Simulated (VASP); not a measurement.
Output of a VASP run:

OSZICAR:
```
       N       E                     dE             d eps       ncg     rms          rms(c)
DAV:   1     0.107243613159E+03    0.10724E+03   -0.88791E+03  2016   0.133E+03
DAV:   2    -0.179255851972E+02   -0.12517E+03   -0.11865E+03  2396   0.333E+02
DAV:   3    -0.235640254901E+02   -0.56384E+01   -0.55430E+01  2876   0.627E+01
DAV:   4    -0.237923472008E+02   -0.22832E+00   -0.22814E+00  2692   0.119E+01
DAV:   5    -0.237982342004E+02   -0.58870E-02   -0.58866E-02  2896   0.164E+00    0.200E+01
DAV:   6    -0.206967706556E+02    0.31015E+01   -0.15708E+01  2300   0.271E+01    0.783E+00
DAV:   7    -0.205371115345E+02    0.15966E+00   -0.80801E-01  2388   0.702E+00    0.557E+00
DAV:   8    -0.205151039862E+02    0.22008E-01   -0.15805E-01  2156   0.354E+00    0.116E+00
DAV:   9    -0.205120909607E+02    0.30130E-02   -0.28737E-02  2508   0.114E+00    0.461E-01
DAV:  10    -0.205121225719E+02   -0.31611E-04   -0.19853E-03  2388   0.554E-01    0.285E-01
DAV:  11    -0.205119628378E+02    0.15973E-03   -0.66008E-04  2256   0.198E-01    0.205E-02
DAV:  12    -0.205119620231E+02    0.81472E-06   -0.90839E-06  2764   0.345E-02    0.106E-02
DAV:  13    -0.205119618349E+02    0.18827E-06   -0.53198E-07  2356   0.712E-03    0.101E-03
DAV:  14    -0.205119618515E+02   -0.16613E-07   -0.19216E-08  1240   0.118E-03
   1 F= -.20511962E+02 E0= -.20511884E+02  d E =-.233086E-03
```

File OUTCAR:
```
------------------------ aborting loop because EDIFF is reached ----------------------------------------
  FORCE on cell =-STRESS in cart. coord.  units (eV):
  Direction    XX          YY          ZZ          XY          YZ          ZX
  --------------------------------------------------------------------------------------
  Total       -2.0664894     -2.0664894     -2.0664894      0.0000000     -0.0000000      0.0000000
  in kB     -122.5145045   -122.5145045   -122.5145045      0.0000000     -0.0000000      0.0000000
  external PRESSURE =    -122.5145045 kB  Pullay stress =       0.0000000 kB
  volume of cell :       27.02
      direct lattice vectors                 reciprocal lattice vectors
     0.000000000  2.381818993  2.381818993    -0.209923593  0.209923593  0.209923593
     2.381818993  0.000000000  2.381818993     0.209923593 -0.209923593  0.209923593
     2.381818993  2.381818993  0.000000000     0.209923593  0.209923593 -0.209923593
 POSITION                                       TOTAL-FORCE (eV/Angst)
 -----------------------------------------------------------------------------------
      0.00000      0.00000      0.00000         0.000000      0.000000      0.000000
      2.38182      2.38182      2.38182        -0.000000     -0.000000      0.000000
 -----------------------------------------------------------------------------------
    total drift:                                0.000000      0.000000      0.000000
  FREE ENERGIE OF THE ION-ELECTRON SYSTEM (eV)
  ---------------------------------------------------
  free  energy   TOTEN  =       -20.5119618515 eV

  energy  without entropy=      -20.5117287657  energy(sigma->0) =      -20.51188416
```
(Selected blocks of OUTCAR.)

**POSCAR**
```
ZrC
1
    0.0000000000     2.3818189934     2.3818189934
    2.3818189934     0.0000000000     2.3818189934
    2.3818189934     2.3818189934     0.0000000000
Zr C
1 1
Direct
  0.0000000000   0.0000000000   0.0000000000
  0.5000000000   0.5000000000   0.5000000000
```

Task: Reconstruct the remaining input files.

Result: This is not unique; one that fits is the input of the run itself, PBEsol GGA, plane waves, VASP's PBE PAW potentials (set 64).

INCAR:
```
# general
SYSTEM =ZrC
PREC   =Accurate
ENCUT  =520
LREAL  =.FALSE.
LASPH  =.TRUE.

# electronic loop
EDIFF  =1E-7
NELM   =100
ALGO   =Normal
LMAXMIX=4

# smearing
ISMEAR =1
SIGMA  =0.1

# functional
GGA    =PS

# ions
ISIF   =2

# output
LWAVE  =.FALSE.
LCHARG =.FALSE.
```

**KPOINTS**
```
Automatic
0
Gamma
13 13 13
```

POTCAR, in this order: Zr_sv C (PBE.64 set). Program: vasp_std.

The compound is ZrC in the rock salt structure. This cell is one point of a volume scan, at 1.06 of the reference volume.
